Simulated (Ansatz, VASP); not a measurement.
# Cross-check of TiTePbS between VASP and Ansatz, part 2 of 2

Wanted: the spread between two codes on one cell, functional and k mesh. The cell is invented: As first built, before any earlier steps moved the atoms (in the runner's words): it takes the TePb2S structure with some of its atoms replaced by other elements, volume scaled by an estimate. It may not be a known or stable phase. The cell is taken from a series of VASP runs on this material, whose earlier steps may have relaxed, scaled or displaced it; both programs get it as it stands.

VASP 6.6.1 and Ansatz 0.2.0.

So far: Starting point; Ansatz: relaxation of cell and atoms, revPBE; VASP: relaxation of cell and atoms, revPBE.

## Step 3: VASP: relaxation of cell and atoms, revPBE (continued)

Level of this step: revPBE, no spin polarisation; plane waves and PAW (Pb_d, Te, Ti_sv, S); invented cell (VASP).

Numbers of over 12 decimals in the logs are rounded to 6 here.

From OUTCAR (step 3):

```text
ion  position               nearest neighbor table
   1  0.500  0.500  0.500-   4 2.91   4 2.91   4 2.91   4 2.91   2 3.04   2 3.04
   2  0.500  0.500  0.000-   3 2.91   3 2.91   3 2.91   3 2.91   1 3.04   1 3.04
   3  0.000  0.000  0.000-   2 2.91   2 2.91   2 2.91   2 2.91
   4  0.000  0.000  0.500-   1 2.91   1 2.91   1 2.91   1 2.91

  LATTYP: Found a simple tetragonal cell.
 ALAT       =     4.1199077611
 C/A-ratio  =     1.4749867839

 Subroutine GETGRP returns: Found 16 space group operations
 (whereof 16 operations were pure point group operations)

The static configuration has the point symmetry D_4h.

 Found     12 irreducible k-points:

   k-points           NKPTS =     12   k-points in BZ     NKDIM =     12   number of bands    NBANDS=     25

   dimension x,y,z NGX =    28 NGY =   28 NGZ =   40
   dimension x,y,z NGXF=    56 NGYF=   56 NGZF=   80

   ENCUT  =  400.0 eV  29.40 Ry    5.42 a.u.   6.72  6.72  9.91*2*pi/ulx,y,z

   NELECT =      38.0000    total number of electrons

 k-points in reciprocal lattice and weights: Automatic mesh
   0.00000000  0.00000000  0.00000000       0.013
   0.20000000  0.00000000  0.00000000       0.053
   0.40000000  0.00000000  0.00000000       0.053
   0.20000000  0.20000000  0.00000000       0.053
   0.40000000  0.20000000  0.00000000       0.107
   0.40000000  0.40000000  0.00000000       0.053
   0.00000000  0.00000000  0.33333333       0.027
   0.20000000  0.00000000  0.33333333       0.107
   0.40000000  0.00000000  0.33333333       0.107
   0.20000000  0.20000000  0.33333333       0.107
   0.40000000  0.20000000  0.33333333       0.213
   0.40000000  0.40000000  0.33333333       0.107

 average (electrostatic) potential at core
       1 -90.8928       2 -88.1187       3 -74.7132       4 -84.8650

 E-fermi :   7.4016

 k-point     1 :       0.0000    0.0000    0.0000
  band No.  band energies     occupation
    ...
     18       5.1981      2.00000
     19       6.0721      2.00000
     20       7.0873      2.00000
     21       7.3999      1.03814
     22       7.3999      1.03814
     23       7.6482      0.00000
     24       8.9687      0.00000
     25      11.4318      0.00000

 k-point     2 :       0.2000    0.0000    0.0000
  band No.  band energies     occupation
    ...
     15       3.6611      2.00000
     16       4.6107      2.00000
     17       4.6626      2.00000
     18       4.7186      2.00000
     19       6.7566      2.00000
     20       7.4359      0.33151
     21       7.5497      0.00003
     22       7.6827      0.00000
     23       8.0564      0.00000
     24      10.3214      0.00000
    ...

 k-point     3 :       0.4000    0.0000    0.0000
  band No.  band energies     occupation
    ...
     14       2.1663      2.00000
     15       3.8253      2.00000
     16       3.9238      2.00000
     17       4.6705      2.00000
     18       5.7873      2.00000
     19       7.4962      0.00747
     20       7.5417      0.00007
     21       7.7224      0.00000
     22       7.7965      0.00000
     23       8.4145      0.00000
    ...

  Total        0.0103014      0.0103014      0.0238961      0.0000000     -0.0000000      0.0000000
  in kB        0.1597673      0.1597673      0.3706116      0.0000000     -0.0000000      0.0000000
  external PRESSURE =       0.2300488 kB  Pullay stress =       0.0000000 kB

  energy-cutoff  :      400.00
  volume of cell :      103.30
      direct lattice vectors                 reciprocal lattice vectors
     4.106326796 -0.000000000  0.000000000     0.243526648 -0.000000000  0.000000000
     0.000000000  4.106326796  0.000000000    -0.000000000  0.243526648  0.000000000
    -0.000000000 -0.000000000  6.126483625    -0.000000000 -0.000000000  0.163225769

 POSITION                                       TOTAL-FORCE (eV/Angst)
 -----------------------------------------------------------------------------------
      2.05316      2.05316      3.06324        -0.000000     -0.000000      0.000000
      2.05316      2.05316      6.12648         0.000000      0.000000      0.000000
     -0.00000     -0.00000      6.12648         0.000000      0.000000      0.000000
     -0.00000     -0.00000      3.06324         0.000000      0.000000      0.000000
 -----------------------------------------------------------------------------------
    total drift:                                0.000000      0.000000      0.000000

  FREE ENERGIE OF THE ION-ELECTRON SYSTEM (eV)
  ---------------------------------------------------
  free  energy   TOTEN  =       -18.4311955714 eV

  energy  without entropy=      -18.4181795422  energy(sigma->0) =      -18.42468756

 reached required accuracy - stopping structural energy minimisation

 total charge
# of ion       s       p       d       tot
------------------------------------------
    1        1.471   0.569   9.855  11.896
    2        1.346   2.071   0.049   3.466
    3        2.107   6.025   1.934  10.066
    4        1.347   2.338   0.000   3.685
--------------------------------------------------
tot          6.272  11.003  11.837  29.112

[... 3 further parts left out ...]
```

CONTCAR:

```
TiTePbS
   1.00000000000000
     4.1063267957395135   -0.0000000000000000    0.0000000000000000
     0.0000000000000000    4.1063267957395135    0.0000000000000000
    -0.0000000000000000   -0.0000000000000000    6.1264836246936767
  Pb              Te              Ti              S
     1     1     1     1
Direct
     0.5000000000000000    0.5000000000000000    0.5000000000000000
     0.5000000000000000    0.5000000000000000    1.0000000000000000
     0.0000000000000000    0.0000000000000000    1.0000000000000000
     0.0000000000000000    0.0000000000000000    0.5000000000000000
```

This run has no spin polarisation, so a moment on Ti, if there is one, isn't seen. The run keeps the 16 symmetry operations of its start, so it cannot find a distortion of lower symmetry.

## Step 4: Comparison

Known differences besides the potentials themselves: both relaxations stop at a tolerance, which leaves soft axes loose, and VASP keeps its plane-wave basis; the data sets hold 48 valence electrons in Ansatz (default PAW (the set named soft_2) files) and 38 in VASP; the cutoff is 420 eV in Ansatz and 400 eV in VASP; Ansatz makes its cores anew for this functional, VASP keeps those of its PBE data sets; VASP leaves aspherical gradient terms in its spheres out (LASPH is not set), Ansatz keeps them; Ansatz adds a Pulay correction to the stress that steers its cell, VASP none. Total energies have different zeros and are not compared.

Both answers:

```csv
quantity,Ansatz,VASP,difference
volume (Å³),103.43,103.30,+0.12 %
"edge a after relaxation, in the typed setting (Å)",4.107,4.106,+0.01 %
"edge c after relaxation, in the typed setting (Å)",6.133,6.127,+0.10 %
```

The walks stopped with 0.02 GPa left in Ansatz and 0.02 GPa in VASP; each walk ends within a tolerance, so the volume difference is uncertain by about these residues over the bulk modulus, most in soft cells.

## Step 5: Results

- difference in volume (relaxation of cell and atoms, revPBE): 0.12 %

**Reading.** The difference in volume is 0.12 % (relaxation of cell and atoms, revPBE), within the 1.2 % picked in this series as the mark of a large difference, as far as the stopping tolerances let one tell. Such differences can come from data sets, numerical settings and the points named under the comparisons, not from the functional's error against experiment.

[Lines on the potential files, build, host, timing and source positions are cut from VASP's logs without a mark.]

[Logs are printed without paths, hosts, clocks, repeated set-up lines and the standing remarks that a program may print on its own settings, such as how far it seeks lower states.]

[Hosts, paths, dates, database ids (printed as entryN), source tags and the programs' standing remarks are cut or masked in the printed files.]
